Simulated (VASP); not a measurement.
BN:

```
B N
1.0
     2.50640    0.00000    0.00000
    -1.25320    2.17061    0.00000
     0.00000    0.00000    6.55556
B N
2 2
Cartesian
  0.0000 1.4471 1.6389
  1.2532 0.7235 4.9167
  0.0000 1.4471 4.9167
  1.2532 0.7235 1.6389
```

The cell is a database's computed one.

Base run:

* Program: VASP 6.6.1
* Functional: PBE
* Potentials or basis: VASP PAW PBE potentials, release 64 (B, N)
* Cutoff: 600 eV
* k mesh: 16 × 16 × 6
* Occupations: gaussian, width 0.02 eV
* Spin: no spin polarisation

Its results: band gap on the k mesh 4.22 eV, indirect (least direct gap 4.65 eV).

Question: After a change of settings the same cell gave: band gap on the k mesh 4.82 eV, indirect (least direct gap 5.25 eV). Which change was it?
A. functional from PBE to r2SCAN; cutoff from 600 eV to 450 eV
B. functional from PBE to PBE0; cutoff from 600 eV to 450 eV; k mesh from 16 × 16 × 6 to 10 × 10 × 4
C. cutoff from 600 eV to 450 eV; k mesh from 16 × 16 × 6 to 15 × 15 × 5; further incar settings from ALGO = Normal; EDIFF = 1e-06 to ALGO = Normal; EDIFF = 1e-08; IBRION = 8
D. functional from PBE to LDA; potentials or basis from VASP PAW PBE potentials, release 64 (B, N) to VASP PAW LDA potentials, release 64 (B, N); cutoff from 600 eV to 450 eV

Answer: A.

r2SCAN gives the wider gap, since meta-GGAs in the generalised Kohn-Sham scheme recover part of the derivative discontinuity.
